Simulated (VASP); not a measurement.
Input for VASP

KPOINTS:
```
Automatic mesh
0
Gamma
4 4 4
0 0 0
```

**POSCAR**
```
PbO
1
    4.0596000000     0.0000000000     0.0000000000
    0.0000000000     4.0596000000     0.0000000000
    0.0000000000     0.0000000000     5.1204000000
Pb O
2 2
Direct
  0.5000000000   0.0000000000   0.7650000000
  0.0000000000   0.5000000000   0.2350000000
  0.5000000000   0.5000000000   0.0000000000
  0.0000000000   0.0000000000   0.0000000000
```

### INCAR
```
SYSTEM = PbO
PREC = Accurate
ENCUT = 520
EDIFF = 1E-6
NELM = 100
ALGO = Normal
LREAL = .FALSE.
LASPH = .TRUE.
ISMEAR = 0
SIGMA = 0.05
GGA = PE
LMAXMIX = 4
LWAVE = .FALSE.
LCHARG = .FALSE.
ISIF = 2
LSORBIT = .TRUE.
MAGMOM = 0 0 0 0 0 0 0 0 0 0 0 0
GGA_COMPAT = .FALSE.
```

POTCAR, in this order: Pb_d O (PBE.64 set). Program: vasp_std.

The resulting files:

standard output:
```
 POSCAR found type information on POSCAR PbO
 POSCAR found :  2 types and       4 ions
 Reading from existing POTCAR

 -----------------------------------------------------------------------------
|                                                                             |
|     EEEEEEE  RRRRRR   RRRRRR   OOOOOOO  RRRRRR      ###     ###     ###     |
|     E        R     R  R     R  O     O  R     R     ###     ###     ###     |
|     E        R     R  R     R  O     O  R     R     ###     ###     ###     |
|     EEEEE    RRRRRR   RRRRRR   O     O  RRRRRR       #       #       #      |
|     E        R   R    R   R    O     O  R   R                               |
|     E        R    R   R    R   O     O  R    R      ###     ###     ###     |
|     EEEEEEE  R     R  R     R  OOOOOOO  R     R     ###     ###     ###     |
|                                                                             |
|     ERROR: Noncollinear calculations require that VASP is compiled          |
|     without the flag -DNGXhalf and-DNGZhalf.                                |
|     You probably tried to run a noncollinear calculation                    |
|     (LNONCOLLINEAR=T) with the executable vasp_std. Use vasp_ncl            |
|     instead!                                                                |
|                                                                             |
|       ---->  I REFUSE TO CONTINUE WITH THIS SICK JOB ... BYE!!! <----       |
|                                                                             |
 -----------------------------------------------------------------------------
```

Task: Read the log: what went wrong, and how is it fixed?

Result: The cause: LSORBIT needs the non-collinear program vasp_ncl. VASP stops with an error: ERROR: Noncollinear calculations require that VASP is compiled without the flag -DNGXhalf and-DNGZhalf. You probably tried to run a noncollinear calculation (LNONCOLLINEAR=T) with the executable vasp_std. Use vasp_ncl instead! ----> I REFUSE TO CONTINUE WITH THIS SICK JOB ... BYE!!! <---- To mend it, run vasp_ncl.

The mended run (PBE GGA with spin-orbit coupling, plane waves, VASP's PBE PAW potentials (set 64)) converges, and its OSZICAR ends with
```
   1 F= -.22232278E+02 E0= -.22232278E+02  d E =-.129700E-13  mag=     0.0000    -0.0000     0.0000
```

The compound is PbO in the litharge structure. The cell was not relaxed at this level.
